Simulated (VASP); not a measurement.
Calculation: PBEsol GGA, VASP's PBE PAW potentials (set 64) (plane waves; VASP).

VASP input:

### KPOINTS
```
Automatic
0
G
 9 9 7
0 0 0
```

### POSCAR
```
HfSi
1.0
  4.5443793196   0.0000000000   0.0000000000
 -2.2721896598   3.9355481738   0.0000000000
  0.0000000000   0.0000000000   5.1938294773
Hf Si
2 2
Cart
 -0.0000022722   2.6237000944   4.8693763577
  2.2721919320   1.3118480794   2.2724616190
 -0.0000022722   2.6237000944   2.2721391736
  2.2721919320   1.3118480794   4.8690539123
```

INCAR:
```
SYSTEM = HfSi
PREC = Accurate; ENCUT = 400; LREAL = .False.
LASPH = .True.
EDIFF = 1E-7; NELM = 100; ALGO = Normal
LMAXMIX = 6
ISMEAR = -5
GGA = PS
ISIF = 2
LWAVE = .False.; LCHARG = .True.; LORBIT = 11
NEDOS = 601
LEFG = .True.
```

POTCAR, in this order: Hf_pv Si (PBE.64 set). Program: vasp_std.

The run wrote:

### OSZICAR
```
       N       E                     dE             d eps       ncg     rms          rms(c)
DAV:   1     0.766762529526E+02    0.76676E+02   -0.12940E+04  1848   0.114E+03
DAV:   2    -0.306620642874E+02   -0.10734E+03   -0.10529E+03  2194   0.254E+02
DAV:   3    -0.353759520092E+02   -0.47139E+01   -0.46671E+01  2396   0.388E+01
DAV:   4    -0.354457931246E+02   -0.69841E-01   -0.69675E-01  2360   0.550E+00
DAV:   5    -0.354467576116E+02   -0.96449E-03   -0.96217E-03  2294   0.615E-01    0.650E+01
DAV:   6    -0.332370428245E+02    0.22097E+01   -0.62678E+00  1898   0.110E+01    0.402E+01
DAV:   7    -0.331095362498E+02    0.12751E+00   -0.29977E+00  2212   0.813E+00    0.490E+00
DAV:   8    -0.330135075378E+02    0.96029E-01   -0.78349E-01  1920   0.392E+00    0.495E-01
DAV:   9    -0.330127597538E+02    0.74778E-03   -0.23950E-02  2158   0.906E-01    0.364E-01
DAV:  10    -0.330127257481E+02    0.34006E-04   -0.11266E-03  2362   0.172E-01    0.324E-01
DAV:  11    -0.330126935997E+02    0.32148E-04   -0.28705E-04  2140   0.770E-02    0.395E-02
DAV:  12    -0.330126983962E+02   -0.47964E-05   -0.83411E-06  2246   0.178E-02    0.114E-02
DAV:  13    -0.330127000924E+02   -0.16962E-05   -0.10423E-06  2232   0.630E-03    0.316E-03
DAV:  14    -0.330126999551E+02    0.13723E-06   -0.50226E-08  1208   0.129E-03    0.144E-03
DAV:  15    -0.330127000791E+02   -0.12393E-06   -0.32183E-08  1116   0.933E-04    0.294E-04
DAV:  16    -0.330127000585E+02    0.20578E-07   -0.44167E-09  1076   0.396E-04
   1 F= -.33012700E+02 E0= -.33012700E+02  d E =0.000000E+00
```

**OUTCAR**
```
------------------------ aborting loop because EDIFF is reached ----------------------------------------
  FORCE on cell =-STRESS in cart. coord.  units (eV):
  Direction    XX          YY          ZZ          XY          YZ          ZX
  --------------------------------------------------------------------------------------
  Total        0.0151970      0.0151971      0.1418700      0.0000000      0.0000000      0.0000000
  in kB        0.2621213      0.2621213      2.4469979      0.0000000      0.0000000      0.0000000
  external PRESSURE =       0.9904135 kB  Pullay stress =       0.0000000 kB
  volume of cell :       92.89
      direct lattice vectors                 reciprocal lattice vectors
     4.544379320  0.000000000  0.000000000     0.220052053  0.127047104  0.000000000
    -2.272189660  3.935548174  0.000000000     0.000000000  0.254094209  0.000000000
     0.000000000  0.000000000  5.193829477     0.000000000  0.000000000  0.192536163
 POSITION                                       TOTAL-FORCE (eV/Angst)
 -----------------------------------------------------------------------------------
     -0.00000      2.62370      4.86938        -0.000000      0.000000     -0.002305
      2.27219      1.31185      2.27246         0.000000     -0.000000     -0.002305
     -0.00000      2.62370      2.27214        -0.000000      0.000000      0.002305
      2.27219      1.31185      4.86905         0.000000     -0.000000      0.002305
 -----------------------------------------------------------------------------------
    total drift:                               -0.000744      0.000430     -0.000000
  FREE ENERGIE OF THE ION-ELECTRON SYSTEM (eV)
  ---------------------------------------------------
  free  energy   TOTEN  =       -33.0127000585 eV

  energy  without entropy=      -33.0127000585  energy(sigma->0) =      -33.01270006

 total charge

# of ion       s       p       d       tot
------------------------------------------
    1        0.321   6.404   1.617   8.343
    2        0.321   6.404   1.617   8.343
    3        0.796   0.995   0.000   1.790
    4        0.796   0.995   0.000   1.790
--------------------------------------------------
tot          2.233  14.799   3.235  20.267

 Electric field gradients after diagonalization (V/A^2)
 (convention: |V_zz| > |V_xx| > |V_yy|)
----------------------------------------------------------------------
 ion       V_xx      V_yy      V_zz     asymmetry (V_yy - V_xx)/ V_zz
----------------------------------------------------------------------
   1     111.041   111.038  -222.080       0.000
   2     111.041   111.038  -222.080       0.000
   3       8.707     8.707   -17.414       0.000
   4       8.707     8.707   -17.414       0.000
```
(Selected blocks of OUTCAR.)

For a metal the tetrahedron method with Blöchl corrections gives inexact stress and forces.

The structure was generated: HfSi was put into the wurtzite type (P6_3mc), which need not be its known phase. It was relaxed first, which changed the volume by -36 %. The relaxed cell has space group P6_3/mmc.
